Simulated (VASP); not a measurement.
Method: PBEsol GGA, VASP's PBE PAW potentials (set 64) (plane waves; VASP).

VASP ran on this input.

**KPOINTS**
```
Automatic mesh
0
Gamma
6 6 1
0 0 0
```

**INCAR**
```
IDIPOL = 3
LCHARG = .FALSE.
PREC = Normal
LREAL = .FALSE.   # projection in real space or not
SIGMA = 0.1   # width (eV)
ISMEAR = 1   # Methfessel-Paxton
ISIF = 2
IBRION = 2   # conjugate gradients
NELM = 100   # most electronic steps
EDIFFG = -0.03   # ionic stop
ALGO = Normal
LASPH = .TRUE.
LWAVE = .TRUE.
LMAXMIX = 4   # l cut-off of mixed one-centre charges
EDIFF = 1E-5   # SCF stop (eV)
NELMIN = 4
SYSTEM = Al3Sc(111) slab
NSW = 50   # most ionic steps
GGA = PS   # PBEsol
ENCUT = 400   # plane-wave cut-off (eV)
DIPOL = 0.5 0.5 0.5
LDIPOL = .TRUE.
```

File POSCAR:
```
Al3Sc(111) slab
1
    5.7577333934     0.0000000000     0.0000000000
   -2.8788666967     4.9863430750     0.0000000000
    0.0000000000     0.0000000000    24.2974554638
Sc Al
4 12
Direct
  0.0000000000   0.0000000000   0.3548870000
  0.3333330000   0.6666670000   0.4516290000
  0.6666670000   0.3333330000   0.5483710000
  0.0000000000   0.0000000000   0.6451130000
  0.5000000000   0.5000000000   0.3548870000
  0.5000000000   1.0000000000   0.3548870000
  0.0000000000   0.5000000000   0.3548870000
  0.8333330000   0.1666670000   0.4516290000
  0.8333330000   0.6666670000   0.4516290000
  0.3333330000   0.1666670000   0.4516290000
  0.1666670000   0.8333330000   0.5483710000
  0.1666670000   0.3333330000   0.5483710000
  0.6666670000   0.8333330000   0.5483710000
  0.5000000000   0.5000000000   0.6451130000
  0.5000000000   0.0000000000   0.6451130000
  1.0000000000   0.5000000000   0.6451130000
```

POTCAR, in this order: Sc_sv Al (PBE.64 set). Program: vasp_std.

The run wrote:

**OUTCAR**
```
 ion  position               nearest neighbor table
   1  0.000  0.000  0.355-   9 2.88  10 2.88   5 2.88   7 2.88   7 2.88   5 2.88   6 2.88   6 2.88
                             8 2.88
   2  0.333  0.667  0.452-  11 2.88   6 2.88   7 2.88  10 2.88   8 2.88  10 2.88   8 2.88   9 2.88
                             9 2.88  12 2.88   5 2.88  13 2.88
   3  0.667  0.333  0.548-   8 2.88  15 2.88  16 2.88  11 2.88  13 2.88  13 2.88  11 2.88  12 2.88
                            12 2.88   9 2.88  14 2.88  10 2.88
   4  0.000  0.000  0.645-  12 2.88  13 2.88  14 2.88  16 2.88  16 2.88  14 2.88  15 2.88  15 2.88
                            11 2.88
   5  0.500  0.500  0.355-  10 2.88   9 2.88   1 2.88   6 2.88   6 2.88   1 2.88   7 2.88   7 2.88
                             2 2.88
   6  0.500  0.000  0.355-   2 2.88   8 2.88   7 2.88   5 2.88   5 2.88   7 2.88   1 2.88   1 2.88
                            10 2.88
   7  0.000  0.500  0.355-   8 2.88   2 2.88   6 2.88   1 2.88   1 2.88   6 2.88   5 2.88   5 2.88
                             9 2.88
   8  0.833  0.167  0.452-   3 2.88   7 2.88   6 2.88   2 2.88   9 2.88   9 2.88   2 2.88  10 2.88
                            10 2.88  13 2.88   1 2.88  12 2.88
   9  0.833  0.667  0.452-  13 2.88   1 2.88   5 2.88  10 2.88   8 2.88   8 2.88  10 2.88   2 2.88
                             2 2.88   3 2.88   7 2.88  11 2.88
  10  0.333  0.167  0.452-  12 2.88   5 2.88   1 2.88   9 2.88   2 2.88   2 2.88   9 2.88   8 2.88
                             8 2.88  11 2.88   6 2.88   3 2.88
  11  0.167  0.833  0.548-   2 2.88  16 2.88  15 2.88   3 2.88  12 2.88  12 2.88   3 2.88  13 2.88
                            13 2.88  10 2.88   4 2.88   9 2.88
  12  0.167  0.333  0.548-  10 2.88   4 2.88  14 2.88  13 2.88  11 2.88  11 2.88  13 2.88   3 2.88
                             3 2.88   2 2.88  16 2.88   8 2.88
  13  0.667  0.833  0.548-   9 2.88  14 2.88   4 2.88  12 2.88   3 2.88   3 2.88  12 2.88  11 2.88
                            11 2.88   8 2.88  15 2.88   2 2.88
  14  0.500  0.500  0.645-  13 2.88  12 2.88   4 2.88  15 2.88  15 2.88   4 2.88  16 2.88  16 2.88
                             3 2.88
  15  0.500  0.000  0.645-   3 2.88  11 2.88  14 2.88  16 2.88  14 2.88  16 2.88   4 2.88   4 2.88
                            13 2.88
  16  0.000  0.500  0.645-  11 2.88   3 2.88   4 2.88  15 2.88   4 2.88  15 2.88  14 2.88  14 2.88
                            12 2.88
  LATTYP: Found a hexagonal cell.
 ALAT       =     5.7577333934
 C/A-ratio  =     4.2199688321
 Subroutine PRICEL returns:
 Original cell was already a primitive cell.
 Subroutine GETGRP returns: Found 12 space group operations
The static configuration has the point symmetry D_3d.
The dynamic configuration has the point symmetry D_3d.
 Subroutine INISYM returns: Found 12 space group operations
 Subroutine IBZKPT returns following result:
 Found      7 irreducible k-points:

 Following reciprocal coordinates:
            Coordinates               Weight
  0.000000  0.000000  0.000000      1.000000
  0.166667  0.000000  0.000000      6.000000
  0.333333  0.000000  0.000000      6.000000
  0.500000  0.000000  0.000000      3.000000
  0.166667  0.166667  0.000000      6.000000
  0.333333  0.166667  0.000000     12.000000
  0.333333  0.333333  0.000000      2.000000
   k-points           NKPTS =      7   k-points in BZ     NKDIM =      7   number of bands    NBANDS=     49
   number of dos      NEDOS =    301   number of ions     NIONS =     16
   total plane-waves  NPLWV =  94080
   dimension x,y,z NGX =    28 NGY =   28 NGZ =  120
   dimension x,y,z NGXF=    56 NGYF=   56 NGZF=  240
   ions per type =               4  12
   PREC   = normal    normal or accurate (medium, high low for compatibility)
   ISTART =      0    job   : 0-new  1-cont  2-samecut
   ICHARG =      2    charge: 1-file 2-atom 10-const
   ISPIN  =      1    spin polarized calculation?
   LNONCOLLINEAR =      F non collinear calculations
   LSORBIT =      F    spin-orbit coupling
   INIWAV =      1    electr: 0-lowe 1-rand  2-diag
   ENCUT  =  400.0 eV  29.40 Ry    5.42 a.u.   9.39  9.39 39.62*2*pi/ulx,y,z
   NELM   =    100;   NELMIN=  4; NELMDL= -5     # of ELM steps
   EDIFF  = 0.1E-04   stopping-criterion for ELM
   LREAL  =      F    real-space projection
   NLSPLINE    = F    spline interpolate recip. space projectors
   LMAXMIX     =    4 max onsite mixed and CHGCAR
   VOSKOWN=      0    Vosko Wilk Nusair interpolation
   EDIFFG = -.3E-01   stopping-criterion for IOM
...
```

### OSZICAR
```
...
DAV:   3    -0.820891642713E+02   -0.60271E+02   -0.56996E+02  1084   0.149E+02
DAV:   4    -0.850602272609E+02   -0.29711E+01   -0.28615E+01  1108   0.293E+01
DAV:   5    -0.851657627249E+02   -0.10554E+00   -0.10418E+00  1140   0.585E+00    0.177E+01
DAV:   6    -0.788235960365E+02    0.63422E+01   -0.36908E+01  1012   0.329E+01    0.642E+00
DAV:   7    -0.783979045021E+02    0.42569E+00   -0.88992E+00  1124   0.193E+01    0.424E+00
DAV:   8    -0.778486222133E+02    0.54928E+00   -0.26118E+00  1044   0.106E+01    0.224E+00
DAV:   9    -0.777678956878E+02    0.80727E-01   -0.46808E-01  1084   0.314E+00    0.949E-01
DAV:  10    -0.777584742904E+02    0.94214E-02   -0.86217E-02  1068   0.163E+00    0.502E-01
DAV:  11    -0.777563184551E+02    0.21558E-02   -0.13319E-02  1020   0.544E-01    0.208E-01
DAV:  12    -0.777570905823E+02   -0.77213E-03   -0.53642E-03   996   0.413E-01    0.914E-02
DAV:  13    -0.777601182398E+02   -0.30277E-02   -0.51622E-03   892   0.225E-01    0.585E-02
DAV:  14    -0.777623331519E+02   -0.22149E-02   -0.15578E-03   908   0.157E-01    0.415E-02
DAV:  15    -0.777636360756E+02   -0.13029E-02   -0.67564E-04   916   0.139E-01    0.223E-02
DAV:  16    -0.777642370637E+02   -0.60099E-03   -0.12307E-04   764   0.601E-02    0.114E-02
DAV:  17    -0.777645781429E+02   -0.34108E-03   -0.48391E-05   652   0.324E-02    0.746E-03
DAV:  18    -0.777646687234E+02   -0.90580E-04   -0.44927E-05   620   0.230E-02    0.445E-03
DAV:  19    -0.777647279155E+02   -0.59192E-04   -0.17225E-05   628   0.194E-02    0.471E-03
DAV:  20    -0.777648568739E+02   -0.12896E-03   -0.12197E-05   596   0.203E-02    0.268E-03
DAV:  21    -0.777648943028E+02   -0.37429E-04   -0.32286E-06   548   0.111E-02    0.225E-03
DAV:  22    -0.777649759217E+02   -0.81619E-04   -0.83788E-06   556   0.115E-02    0.147E-03
DAV:  23    -0.777649944879E+02   -0.18566E-04   -0.11960E-06   524   0.611E-03    0.193E-03
DAV:  24    -0.777649962123E+02   -0.17245E-05   -0.41472E-07   476   0.510E-03
   1 F= -.77764996E+02 E0= -.77765123E+02  d E =-.777650E+02
       N       E                     dE             d eps       ncg     rms          rms(c)
DAV:   1    -0.778122502953E+02   -0.47256E-01   -0.14300E+01   798   0.432E+01    0.505E-01
DAV:   2    -0.778668319028E+02   -0.54582E-01   -0.61029E-01   980   0.503E+00    0.284E-01
DAV:   3    -0.778659844269E+02    0.84748E-03   -0.16243E-02  1108   0.101E+00    0.167E-01
DAV:   4    -0.778657824659E+02    0.20196E-03   -0.27240E-03  1084   0.308E-01    0.118E-01
DAV:   5    -0.778656849868E+02    0.97479E-04   -0.10786E-03  1068   0.192E-01    0.282E-02
DAV:   6    -0.778657030066E+02   -0.18020E-04   -0.16958E-04   836   0.733E-02    0.118E-02
DAV:   7    -0.778657074381E+02   -0.44315E-05   -0.12000E-05   548   0.284E-02
   2 F= -.77865707E+02 E0= -.77865330E+02  d E =-.100711E+00
       N       E                     dE             d eps       ncg     rms          rms(c)
DAV:   1    -0.778253256257E+02    0.40377E-01   -0.23527E+01   798   0.553E+01    0.645E-01
DAV:   2    -0.779150506469E+02   -0.89725E-01   -0.99471E-01   916   0.648E+00    0.292E-01
DAV:   3    -0.779155723155E+02   -0.52167E-03   -0.34247E-02  1124   0.131E+00    0.190E-01
DAV:   4    -0.779153121449E+02    0.26017E-03   -0.39746E-03  1060   0.381E-01    0.134E-01
DAV:   5    -0.779152174893E+02    0.94656E-04   -0.14195E-03  1100   0.243E-01    0.327E-02
DAV:   6    -0.779152383548E+02   -0.20865E-04   -0.22797E-04   940   0.103E-01    0.157E-02
DAV:   7    -0.779152463076E+02   -0.79528E-05   -0.17152E-05   628   0.293E-02
   3 F= -.77915246E+02 E0= -.77915226E+02  d E =-.150250E+00
       N       E                     dE             d eps       ncg     rms          rms(c)
DAV:   1    -0.779409715028E+02   -0.25733E-01   -0.16705E+00   802   0.149E+01    0.277E-01
DAV:   2    -0.779460950657E+02   -0.51236E-02   -0.75639E-02   972   0.188E+00    0.205E-01
DAV:   3    -0.779460559729E+02    0.39093E-04   -0.44939E-03  1052   0.590E-01    0.873E-02
DAV:   4    -0.779460643327E+02   -0.83598E-05   -0.63261E-04  1020   0.144E-01    0.550E-02
DAV:   5    -0.779460821517E+02   -0.17819E-04   -0.10153E-04   908   0.711E-02    0.169E-02
DAV:   6    -0.779460918770E+02   -0.97254E-05   -0.14095E-05   548   0.285E-02
   4 F= -.77946092E+02 E0= -.77946700E+02  d E =-.308456E-01
       N       E                     dE             d eps       ncg     rms          rms(c)
DAV:   1    -0.779502509327E+02   -0.41688E-02   -0.61839E+00   800   0.287E+01    0.526E-01
DAV:   2    -0.779705659680E+02   -0.20315E-01   -0.27603E-01   964   0.357E+00    0.362E-01
DAV:   3    -0.779712688997E+02   -0.70293E-03   -0.15712E-02  1092   0.892E-01    0.170E-01
DAV:   4    -0.779712398042E+02    0.29096E-04   -0.16011E-03  1004   0.237E-01    0.107E-01
DAV:   5    -0.779712927154E+02   -0.52911E-04   -0.43087E-04  1092   0.162E-01    0.316E-02
DAV:   6    -0.779713205982E+02   -0.27883E-04   -0.59107E-05   804   0.582E-02    0.111E-02
DAV:   7    -0.779713293853E+02   -0.87871E-05   -0.87227E-06   516   0.264E-02
   5 F= -.77971329E+02 E0= -.77972622E+02  d E =-.560831E-01
       N       E                     dE             d eps       ncg     rms          rms(c)
DAV:   1    -0.779771898090E+02   -0.58692E-02   -0.27867E+00   801   0.179E+01    0.205E-01
DAV:   2    -0.779883021753E+02   -0.11112E-01   -0.12057E-01   936   0.224E+00    0.142E-01
DAV:   3    -0.779881009389E+02    0.20124E-03   -0.36299E-03  1132   0.424E-01    0.109E-01
DAV:   4    -0.779881152058E+02   -0.14267E-04   -0.62235E-04  1100   0.195E-01    0.734E-02
DAV:   5    -0.779880781413E+02    0.37065E-04   -0.35257E-04  1028   0.138E-01    0.210E-02
DAV:   6    -0.779880913245E+02   -0.13183E-04   -0.50932E-05   756   0.504E-02    0.141E-02
DAV:   7    -0.779880984089E+02   -0.70843E-05   -0.67221E-06   420   0.264E-02
   6 F= -.77988098E+02 E0= -.77989334E+02  d E =-.167690E-01
       N       E                     dE             d eps       ncg     rms          rms(c)
DAV:   1    -0.779818519157E+02    0.62394E-02   -0.32687E+00   799   0.194E+01    0.220E-01
DAV:   2    -0.779949236348E+02   -0.13072E-01   -0.14124E-01   931   0.242E+00    0.154E-01
DAV:   3    -0.779946824191E+02    0.24122E-03   -0.38716E-03  1132   0.444E-01    0.116E-01
DAV:   4    -0.779946953305E+02   -0.12911E-04   -0.71292E-04  1092   0.209E-01    0.787E-02
DAV:   5    -0.779946474416E+02    0.47889E-04   -0.41507E-04  1044   0.153E-01    0.233E-02
DAV:   6    -0.779946614836E+02   -0.14042E-04   -0.60673E-05   772   0.563E-02    0.165E-02
DAV:   7    -0.779946695054E+02   -0.80218E-05   -0.79707E-06   436   0.291E-02
   7 F= -.77994670E+02 E0= -.77995857E+02  d E =-.233401E-01
       N       E                     dE             d eps       ncg     rms          rms(c)
DAV:   1    -0.779929774170E+02    0.16841E-02   -0.13787E+00   798   0.138E+01    0.130E-01
DAV:   2    -0.779981667744E+02   -0.51894E-02   -0.56267E-02   970   0.161E+00    0.102E-01
DAV:   3    -0.779982088727E+02   -0.42098E-04   -0.12297E-03  1172   0.240E-01    0.723E-02
DAV:   4    -0.779981879842E+02    0.20889E-04   -0.87275E-05   884   0.715E-02    0.376E-02
DAV:   5    -0.779982006796E+02   -0.12695E-04   -0.61366E-05   828   0.547E-02    0.999E-03
DAV:   6    -0.779982031172E+02   -0.24376E-05   -0.58208E-06   460   0.327E-02
   8 F= -.77998203E+02 E0= -.77999112E+02  d E =-.353361E-02
       N       E                     dE             d eps       ncg     rms          rms(c)
DAV:   1    -0.779972383242E+02    0.96236E-03   -0.37892E-01   798   0.724E+00    0.699E-02
DAV:   2    -0.779986736303E+02   -0.14353E-02   -0.15473E-02   952   0.824E-01    0.455E-02
DAV:   3    -0.779986804291E+02   -0.67987E-05   -0.31104E-04  1084   0.119E-01    0.328E-02
DAV:   4    -0.779986827462E+02   -0.23171E-05   -0.37736E-05   708   0.482E-02
   9 F= -.77998683E+02 E0= -.77999426E+02  d E =-.401324E-02
```

File OUTCAR:
```
------------------------ aborting loop because EDIFF is reached ----------------------------------------
  FORCE on cell =-STRESS in cart. coord.  units (eV):
  Direction    XX          YY          ZZ          XY          YZ          ZX
  --------------------------------------------------------------------------------------
  Total       -5.5918300     -5.5918293      0.0820385      0.0000000     -0.0000000     -0.0000000
  in kB      -12.8431053    -12.8431037      0.1884229      0.0000000     -0.0000000     -0.0000000
  external PRESSURE =      -8.4992620 kB  Pullay stress =       0.0000000 kB
  volume of cell :      697.58
      direct lattice vectors                 reciprocal lattice vectors
     5.757733393  0.000000000  0.000000000     0.173679455  0.100273887  0.000000000
    -2.878866697  4.986343075  0.000000000     0.000000000  0.200547773  0.000000000
     0.000000000  0.000000000 24.297455464     0.000000000  0.000000000  0.041156573
 POSITION                                       TOTAL-FORCE (eV/Angst)
 -----------------------------------------------------------------------------------
      0.00000      0.00000      8.63915         0.000000     -0.000000     -0.013153
     -0.00000      3.32423     11.01394         0.000000      0.000000      0.025395
      2.87887      1.66211     13.28352        -0.000000      0.000000     -0.025395
      0.00000      0.00000     15.65831         0.000000      0.000000      0.013153
      1.45039      2.48685      8.48511         0.000306     -0.000177     -0.004469
      2.87887      0.01265      8.48511         0.000000      0.000354     -0.004469
      4.30734      2.48685      8.48511        -0.000306     -0.000177     -0.004469
      4.29647      0.84366     10.92692        -0.006527      0.003769     -0.007439
      2.87886      3.29903     10.92692         0.000000     -0.007537     -0.007439
      1.46126      0.84366     10.92692         0.006527      0.003769     -0.007439
     -1.41760      4.14268     13.37054         0.006527     -0.003769      0.007439
      0.00000      1.68731     13.37054         0.000000      0.007537      0.007439
      1.41761      4.14268     13.37054        -0.006527     -0.003769      0.007439
      1.42848      2.49950     15.81235        -0.000306      0.000177      0.004469
      0.00000      4.97369     15.81235         0.000000     -0.000354      0.004469
     -1.42848      2.49950     15.81235         0.000306      0.000177      0.004469
 -----------------------------------------------------------------------------------
    total drift:                                0.000000      0.000000      0.000000
  FREE ENERGIE OF THE ION-ELECTRON SYSTEM (eV)
  ---------------------------------------------------
  free  energy   TOTEN  =       -77.9986827462 eV

  energy  without entropy=      -78.0009111348  energy(sigma->0) =      -77.99942554

 reached required accuracy - stopping structural energy minimisation
```
(Selected blocks of OUTCAR.)

File CONTCAR:
```
Al3Sc(111) slab
   1.00000000000000
     5.7577333933999997    0.0000000000000000    0.0000000000000000
    -2.8788666966999998    4.9863430749999997    0.0000000000000000
     0.0000000000000000    0.0000000000000000   24.2974554637999987
  Sc              Al
     4    12
Direct
     0.0000000000000000    0.0000000000000000    0.3555578088966910
     0.3333330000000032    0.6666669999999968    0.4532958230478552
     0.6666669999999968    0.3333330000000032    0.5467041769521448
     0.0000000000000000    0.0000000000000000    0.6444421911033090
     0.5012685920079833    0.4987314079920167    0.3492179569625129
     0.5012685920079833    0.0025371840159667    0.3492179569625129
     0.9974628159840334    0.4987314079920167    0.3492179569625129
     0.8308058785712583    0.1691941214287419    0.4497145864579117
     0.8308058785712583    0.6616127571425067    0.4497145864579117
     0.3383872428574933    0.1691941214287418    0.4497145864579117
     0.1691941214287419    0.8308058785712583    0.5502854135420882
     0.1691941214287418    0.3383872428574933    0.5502854135420882
     0.6616127571425067    0.8308058785712583    0.5502854135420882
     0.4987314079920167    0.5012685920079833    0.6507820430374870
     0.4987314079920167    0.9974628159840334    0.6507820430374870
     0.0025371840159667    0.5012685920079833    0.6507820430374870
```

The cell is a thin slab with vacuum, built from Al3Sc (L1_2): (111) face.
